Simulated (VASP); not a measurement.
# Mg₆MnSi: restarted molecular dynamics, 2 variants

Mg₆MnSi, Amm2 (no. 38), 8 atoms in the cell. PBE, molecular dynamics; PAW potentials Mn, Si, Mg (PBE set).

| Restart from | Temperature at the end (K) | The same without a restart (K) | Potential energy at the end (eV/atom) | The same without a restart (eV/atom) | Electronic steps in the first step after the restart | Time (s) |
|---|---|---|---|---|---|---|
| CONTCAR with velocities, WAVECAR read | 580.0 | 580.0 | -2.74884 | -2.74884 | 5 | 456 |
| CONTCAR with velocities, no WAVECAR | 580.0 | 580.0 | -2.74884 | -2.74884 | 17 | 499 |

Limits: 120 fs of 8 atoms are too short for converged averages; the cell is only 4.8 Å across, so each atom moves in step with near copies of itself.

## Input of the first row

INCAR.step1:
```
SYSTEM = Mg6MnSi
  GGA = PE
  PREC = Normal
  ENCUT = 270
  EDIFF = 1E-6
  NELMIN = 4
  NELM = 60
  ALGO = Fast
  LREAL = Auto
  LASPH = .True.
  ISMEAR = -1
  SIGMA = 0.05
  ISYM = 0
  LWAVE = .True.
  LCHARG = .False.
  ISPIN = 2
  MAGMOM = 4 0 0 0 0 0 0 0
  IBRION = 0
  NSW = 30
  POTIM = 2.0
  TEBEG = 600
  ISIF = 2
  RANDOM_SEED = 518521 0 0
  MDALGO = 2
  SMASS = 0
  KPAR = 2
```

INCAR.step2, as INCAR.step1 but for:
```
- LWAVE = .True.
+ LWAVE = .False.
```

KPOINTS:
```
k-points
0
Gamma
  3 2 2
```

POSCAR.step1:
```
Mg6MnSi
1.0
    4.7886250000      0.0000000000      0.0000000000
    0.0000000000      3.0947430000      5.3043015000
    0.0000000000     -3.0947430000      5.3043015000
Mn Si Mg
1 1 6
Direct
    0.0000000000      0.8225860000      0.8225860000
    0.5000000000      0.6812450000      0.6812450000
    0.5000000000      0.1667360000      0.1667360000
    0.5000000000      0.6699020000      0.1525760000
    0.5000000000      0.1525760000      0.6699020000
    0.0000000000      0.3342300000      0.3342300000
    0.0000000000      0.8310730000      0.3416530000
    0.0000000000      0.3416530000      0.8310730000
```

Commands (each step's output is kept before the next begins):
```
cat potpaw_PBE.64/Mn/POTCAR potpaw_PBE.64/Si/POTCAR potpaw_PBE.64/Mg/POTCAR > POTCAR
cp INCAR.step1 INCAR
cp POSCAR.step1 POSCAR
mpirun -np 2 vasp_std > vasp.out
cp CONTCAR POSCAR
cp INCAR.step2 INCAR
mpirun -np 2 vasp_std > vasp.out
```

Changes of the last row against the first:
```
(step 1)
- LWAVE = True
+ LWAVE = False
```

VASP 6.6.1 took 456 s on 2 cores (Intel Xeon Platinum 8259CL @ 2.50GHz (Skylake/Cascade Lake)), a shared host.
